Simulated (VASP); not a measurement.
Method: PBE GGA, VASP's PBE PAW potentials (set 64) (plane waves; VASP).

A VASP calculation is set up with these files.

### INCAR
```
ISIF=2   # forces and stress, cell fixed
ISMEAR=0   # Gaussian
SIGMA=0.2   # width (eV)
PREC=Accurate
LMAXMIX=4
LWAVE=.FALSE.
NELM=100   # most electronic steps
ENCUT=300
SYSTEM=TiGe2
ALGO=Normal   # blocked Davidson
GGA=PE
EDIFF=1E-6   # SCF stop (eV)
LASPH=.TRUE.   # aspherical one-centre terms
LREAL=.FALSE.   # projection in real space or not
LCHARG=.FALSE.
```

POSCAR:
```
TiGe2
1
   -1.6407950000     1.6407950000     4.0159170000
    1.6407950000    -1.6407950000     4.0159170000
    1.6407950000     1.6407950000    -4.0159170000
Ti Ge
1 2
Direct
  0.0000000000   0.0000000000   0.0000000000
  0.3353000000   0.3353000000   0.0000000000
  0.6647000000   0.6647000000   0.0000000000
```

KPOINTS:
```
Automatic mesh
0
Gamma
8 8 8
0 0 0
```

POTCAR, in this order: Ti_sv Ge_d (PBE.64 set). Program: vasp_std.

Output

OSZICAR:
```
       N       E                     dE             d eps       ncg     rms          rms(c)
DAV:   1     0.249025812635E+03    0.24903E+03   -0.15357E+04  3352   0.319E+03
DAV:   2     0.127073617749E+02   -0.23632E+03   -0.23359E+03  2840   0.543E+02
DAV:   3    -0.181044216917E+02   -0.30812E+02   -0.30517E+02  3640   0.158E+02
DAV:   4    -0.189664902572E+02   -0.86207E+00   -0.86159E+00  3624   0.295E+01
DAV:   5    -0.189827028733E+02   -0.16213E-01   -0.16212E-01  3656   0.352E+00    0.117E+01
DAV:   6    -0.176704356290E+02    0.13123E+01   -0.20698E+01  3632   0.266E+01    0.442E+00
DAV:   7    -0.173263086433E+02    0.34413E+00   -0.44071E+00  3488   0.138E+01    0.305E+00
DAV:   8    -0.172912187260E+02    0.35090E-01   -0.56584E-01  3168   0.546E+00    0.813E-01
DAV:   9    -0.172812134998E+02    0.10005E-01   -0.14815E-01  3400   0.293E+00    0.323E-01
DAV:  10    -0.172808067619E+02    0.40674E-03   -0.44703E-03  3440   0.588E-01    0.113E-01
DAV:  11    -0.172807251747E+02    0.81587E-04   -0.20655E-03  3864   0.284E-01    0.688E-02
DAV:  12    -0.172807295384E+02   -0.43637E-05   -0.21937E-04  3616   0.108E-01    0.912E-03
DAV:  13    -0.172807285907E+02    0.94777E-06   -0.10807E-05  3264   0.234E-02    0.633E-03
DAV:  14    -0.172807278167E+02    0.77398E-06   -0.11731E-06  2048   0.827E-03
   1 F= -.17280728E+02 E0= -.17257800E+02  d E =-.458550E-01
```

**OUTCAR**
```
------------------------ aborting loop because EDIFF is reached ----------------------------------------
  FORCE on cell =-STRESS in cart. coord.  units (eV):
  Direction    XX          YY          ZZ          XY          YZ          ZX
  --------------------------------------------------------------------------------------
  Total        3.9692603      3.9692603      6.5774277      0.0000000      0.0000000      0.0000000
  in kB      147.0505995    147.0505995    243.6763017      0.0000000      0.0000000      0.0000000
  external PRESSURE =     179.2591669 kB  Pullay stress =       0.0000000 kB
  volume of cell :       43.25
      direct lattice vectors                 reciprocal lattice vectors
    -1.640795000  1.640795000  4.015917000     0.000000000  0.304730329  0.124504565
     1.640795000 -1.640795000  4.015917000     0.304730329  0.000000000  0.124504565
     1.640795000  1.640795000 -4.015917000     0.304730329  0.304730329  0.000000000
 POSITION                                       TOTAL-FORCE (eV/Angst)
 -----------------------------------------------------------------------------------
      0.00000      0.00000      0.00000         0.000000      0.000000      0.000000
      0.00000      0.00000      2.69307        -0.000000     -0.000000      0.058220
      0.00000      0.00000      5.33876         0.000000      0.000000     -0.058220
 -----------------------------------------------------------------------------------
    total drift:                               -0.000000      0.000000      0.000000
  FREE ENERGIE OF THE ION-ELECTRON SYSTEM (eV)
  ---------------------------------------------------
  free  energy   TOTEN  =       -17.2807278167 eV

  energy  without entropy=      -17.2348728075  energy(sigma->0) =      -17.25780031
```
(Selected blocks of OUTCAR.)

At this cut-off the stress carries a Pulay error, which pulls relaxed volumes low.

The structure was generated: TiGe2 was put into an ordered model structure, which need not be its known phase. The cell was not relaxed at this level, and its volume differs by -5.9 % from the start's. The k-mesh is coarse (spacing up to 0.34 per Å, 2π included), so the numbers may not be converged in it.
